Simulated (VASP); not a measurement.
Here is a VASP 6.6.1 calculation.

The input INCAR:

```
SYSTEM = KNa3Ge
PREC = Accurate
ENCUT = 520
EDIFF = 1E-7
ISMEAR = -1
SIGMA = 0.05
LREAL = .FALSE.
LASPH = .TRUE.
NELM = 80
ALGO = Normal
ISIF = 2
LWAVE = .FALSE.
LCHARG = .TRUE.
GGA = PE
LELF = .TRUE.
LVHAR = .TRUE.
NBANDS = 30
```

File KPOINTS:

```
regular mesh
0
G
  5 5 5
  0 0 0
```

POSCAR

```
KNa3Ge
1.0
    5.7928300000      0.0000000000      0.0000000000
    0.0000000000      5.7928300000      0.0000000000
    0.0000000000      0.0000000000      5.7928300000
K Na Ge
1 3 1
Direct
    0.0000000000      0.0000000000      0.0000000000
    0.0000000000      0.5000000000      0.5000000000
    0.5000000000      0.0000000000      0.5000000000
    0.5000000000      0.5000000000      0.0000000000
    0.5000000000      0.5000000000      0.5000000000
```

Potentials or basis: VASP PAW PBE potentials, release 64 (K_sv, Na_pv, Ge_d).

Run with:

```console
$ cat potpaw_PBE.64/K_sv/POTCAR potpaw_PBE.64/Na_pv/POTCAR potpaw_PBE.64/Ge_d/POTCAR > POTCAR
$ mpirun -np 1 vasp_std > vasp.out
```

(1) Estimate the band gap on the k mesh.

(2) Predict the pressure.

## Answers

(1) none (metal or under the smearing width).

(2) 0.0 GPa.
